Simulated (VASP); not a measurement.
These are r2SCAN meta-GGA, VASP's PBE PAW potentials (set 64) (plane waves; VASP 6.6.1) values and carry that method's errors.

VASP input:

File POSCAR:
```
CeO2
1
    0.0000000000     2.6986538632     2.6986538632
    2.6986538632     0.0000000000     2.6986538632
    2.6986538632     2.6986538632     0.0000000000
Ce O
1 2
Direct
  0.0000000000   0.0000000000   0.0000000000
  0.2500000000   0.2500000000   0.2500000000
  0.7500000000   0.7500000000   0.7500000000
```

KPOINTS:
```
K-points
0
gamma
7 7 7
```

**INCAR**
```
! general
SYSTEM  = CeO2
PREC    = Accurate
ENCUT   = 520
LREAL   = .FALSE.
LASPH   = .TRUE.

! electronic loop
EDIFF   = 1E-6
NELM    = 100
ALGO    = Normal
LMAXMIX = 6
LMIXTAU = .TRUE.

! smearing
ISMEAR  = 0
SIGMA   = 0.05

! functional
METAGGA = R2SCAN

! ions
IBRION  = 2
NSW     = 60
ISIF    = 3
EDIFFG  = -0.02

! output
LWAVE   = .FALSE.
LCHARG  = .FALSE.
```

POTCAR, in this order: Ce O (PBE.64 set). Program: vasp_std.

Output

**OSZICAR**
```
       N       E                     dE             d eps       ncg     rms          rms(c)
DAV:   1     0.199591189218E+03    0.19959E+03   -0.11935E+04   664   0.204E+03
DAV:   2    -0.346211210532E+02   -0.23421E+03   -0.22452E+03   992   0.327E+02
DAV:   3    -0.662634348484E+02   -0.31642E+02   -0.25230E+02   784   0.143E+02
DAV:   4    -0.679216976630E+02   -0.16583E+01   -0.16580E+01  1080   0.343E+01
DAV:   5    -0.679858671073E+02   -0.64169E-01   -0.64166E-01   968   0.592E+00    0.333E+01
DAV:   6    -0.536160013183E+02    0.14370E+02   -0.42399E+01   920   0.502E+01    0.108E+01
DAV:   7    -0.541275139899E+02   -0.51151E+00   -0.16628E+01   928   0.448E+01    0.147E+01
DAV:   8    -0.544136191562E+02   -0.28611E+00   -0.93410E+00   984   0.258E+01    0.690E+00
DAV:   9    -0.539068974349E+02    0.50672E+00   -0.78028E+00   960   0.269E+01    0.302E+00
DAV:  10    -0.539982215671E+02   -0.91324E-01   -0.42371E-01   896   0.743E+00    0.613E-01
DAV:  11    -0.539998164063E+02   -0.15948E-02   -0.47629E-02  1160   0.180E+00    0.246E-01
DAV:  12    -0.540184407330E+02   -0.18624E-01   -0.55732E-03   696   0.766E-01    0.226E-01
DAV:  13    -0.540165930831E+02    0.18476E-02   -0.23307E-02   896   0.155E+00    0.504E-01
DAV:  14    -0.540186629164E+02   -0.20698E-02   -0.28716E-03   912   0.595E-01    0.277E-01
DAV:  15    -0.540193659266E+02   -0.70301E-03   -0.30571E-03   952   0.589E-01    0.522E-02
DAV:  16    -0.540193594993E+02    0.64273E-05   -0.85693E-05   816   0.861E-02    0.467E-02
DAV:  17    -0.540193579040E+02    0.15954E-05   -0.20976E-05  1072   0.422E-02    0.334E-02
DAV:  18    -0.540193467686E+02    0.11135E-04   -0.57909E-05   904   0.607E-02    0.177E-02
DAV:  19    -0.540193471888E+02   -0.42017E-06   -0.18848E-06   488   0.165E-02
   1 F= -.54019347E+02 E0= -.54019347E+02  d E =-.540193E+02
       N       E                     dE             d eps       ncg     rms          rms(c)
DAV:   1    -0.543405910852E+02   -0.32124E+00   -0.10480E+01   680   0.333E+01    0.901E+00
DAV:   2    -0.541189277050E+02    0.22166E+00   -0.34663E+00   960   0.205E+01    0.270E+00
DAV:   3    -0.540659967359E+02    0.52931E-01   -0.20649E+00   952   0.119E+01    0.332E+00
DAV:   4    -0.540115029343E+02    0.54494E-01   -0.52481E-01   952   0.684E+00    0.163E-01
DAV:   5    -0.540117863126E+02   -0.28338E-03   -0.12786E-02   992   0.113E+00    0.395E-01
DAV:   6    -0.540090401182E+02    0.27462E-02   -0.53164E-03  1152   0.647E-01    0.153E-01
DAV:   7    -0.540119230780E+02   -0.28830E-02   -0.32153E-03   984   0.558E-01    0.241E-01
DAV:   8    -0.540119195869E+02    0.34911E-05   -0.40327E-03  1024   0.683E-01    0.375E-02
DAV:   9    -0.540121872904E+02   -0.26770E-03   -0.40228E-04   760   0.228E-01    0.229E-02
DAV:  10    -0.540122579574E+02   -0.70667E-04   -0.87805E-05  1168   0.911E-02    0.134E-02
DAV:  11    -0.540122581685E+02   -0.21109E-06   -0.52656E-06   688   0.172E-02
   2 F= -.54012258E+02 E0= -.54012258E+02  d E =0.708902E-02
       N       E                     dE             d eps       ncg     rms          rms(c)
DAV:   1    -0.541340633137E+02   -0.12181E+00   -0.33789E+00   704   0.195E+01    0.499E+00
DAV:   2    -0.540425787599E+02    0.91485E-01   -0.55998E-01   872   0.820E+00    0.980E-01
DAV:   3    -0.540443861247E+02   -0.18074E-02   -0.34278E-01   952   0.517E+00    0.153E+00
DAV:   4    -0.540296275160E+02    0.14759E-01   -0.10012E-01   952   0.303E+00    0.146E-01
DAV:   5    -0.540293678155E+02    0.25970E-03   -0.31580E-03   968   0.415E-01    0.103E-01
DAV:   6    -0.540297170252E+02   -0.34921E-03   -0.61114E-04  1000   0.227E-01    0.107E-01
DAV:   7    -0.540295980639E+02    0.11896E-03   -0.39541E-04  1056   0.170E-01    0.269E-02
DAV:   8    -0.540298519116E+02   -0.25385E-03   -0.17637E-04   664   0.166E-01    0.149E-02
DAV:   9    -0.540298901819E+02   -0.38270E-04   -0.65379E-05  1048   0.745E-02    0.723E-03
DAV:  10    -0.540298916118E+02   -0.14298E-05   -0.47154E-06   824   0.210E-02    0.300E-03
DAV:  11    -0.540298922424E+02   -0.63066E-06   -0.20562E-07   344   0.542E-03
   3 F= -.54029892E+02 E0= -.54029892E+02  d E =-.105451E-01
```

OUTCAR:
```
------------------------ aborting loop because EDIFF is reached ----------------------------------------
  FORCE on cell =-STRESS in cart. coord.  units (eV):
  Direction    XX          YY          ZZ          XY          YZ          ZX
  --------------------------------------------------------------------------------------
  Total       -0.0090152     -0.0090152     -0.0090152     -0.0000000     -0.0000000      0.0000000
  in kB       -0.3599081     -0.3599081     -0.3599081     -0.0000000     -0.0000000      0.0000000
  external PRESSURE =      -0.3599081 kB  Pullay stress =       0.0000000 kB
  volume of cell :       40.13
      direct lattice vectors                 reciprocal lattice vectors
     0.000000000  2.717406838  2.717406838    -0.183998948  0.183998948  0.183998948
     2.717406838  0.000000000  2.717406838     0.183998948 -0.183998948  0.183998948
     2.717406838  2.717406838 -0.000000000     0.183998948  0.183998948 -0.183998948
 POSITION                                       TOTAL-FORCE (eV/Angst)
 -----------------------------------------------------------------------------------
      0.00000      0.00000      0.00000        -0.000000      0.000000     -0.000000
      1.35870      1.35870      1.35870        -0.000000     -0.000000      0.000000
      4.07611      4.07611      4.07611         0.000000      0.000000     -0.000000
 -----------------------------------------------------------------------------------
    total drift:                                0.000000      0.000000      0.000000
  FREE ENERGIE OF THE ION-ELECTRON SYSTEM (eV)
  ---------------------------------------------------
  free  energy   TOTEN  =       -54.0298922424 eV

  energy  without entropy=      -54.0298922424  energy(sigma->0) =      -54.02989224

 reached required accuracy - stopping structural energy minimisation
```
(Selected blocks of OUTCAR.)

File CONTCAR:
```
CeO2
   1.00000000000000
     0.0000000000000000    2.7174068375332356    2.7174068375332356
     2.7174068375332356    0.0000000000000000    2.7174068375332356
     2.7174068375332356    2.7174068375332356   -0.0000000000000000
  Ce              O
     1     2
Direct
     0.0000000000000000    0.0000000000000000    0.0000000000000000
     0.2500000000000000    0.2500000000000000    0.2500000000000000
     0.7500000000000000    0.7500000000000000    0.7500000000000000
```

Energy and stress use the plane-wave basis of the starting cell.

The compound is CeO2 in the fluorite structure. This run relaxes it. Symmetry was kept, so distortions that lower it aren't found. The start is the result of an earlier pass. The run is not spin-polarised, so no magnetic state was tried.
